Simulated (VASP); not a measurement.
## Bulk modulus of hcp metals: LDA against PBE

VASP (plane waves, PAW); cells keep the symmetry of their structure type. Static lattice, from a third-order Birch-Murnaghan fit over five volumes at each level.

Here x stands for PBE B0 and y for LDA B0.

| solid | PBE B0 (GPa) | LDA B0 (GPa) | cut-off (eV) |
|---|---|---|---|
| Mg | 35.9 | 40.6 | 520 |
| Y | 40.7 | 43.9 | 520 |
| Sc | 54.4 | 62.4 | 520 |
| Zn | 71.7 | 101.1 | 520 |
| Zr | 93.7 | ? | 520 |
| Be | 123.1 | 131.1 | 520 |
| Ru | 312.5 | 366.6 | 520 |

Fit y of the 6 rows that show it with a straight line. With u = x - 106, the rows have u = -70.10, -65.30, -51.60, -34.30, 17.10, 206.50. Means: u 0.38333, y 124.28. About the means, the sum of products is 65259 and the sum of squares of u is 55951; the slope is their ratio. Least squares gives y = 123.84 + 1.16635·u. Residuals (row less fit): -1.48, -3.78, -1.26, 17.27, -12.68, 1.91; standard error 10.96 (degrees of freedom: 4). The slope is 1.17 with a standard error of 0.046.

Question: What does the fit predict for y at x = 93.7, and how far is the calculated value from it?

Answer: u = -12.30, so y = 123.84 + 1.16635 × (-12.30) = 109.49 GPa. The calculation gives 100.8 GPa, 8.69 GPa below the prediction (2.7 % of the range of y in the table). The row lies between fitted rows. From the scatter of the fitted rows alone, a prediction at this place has a standard error of 11.86 GPa, so the miss is 0.7 times that.

The rows are a random draw from the solids of this series computed here; series whose standard error about the line passes 12 to 30 % of the range of y, or with no trend, aren't shown in this form.
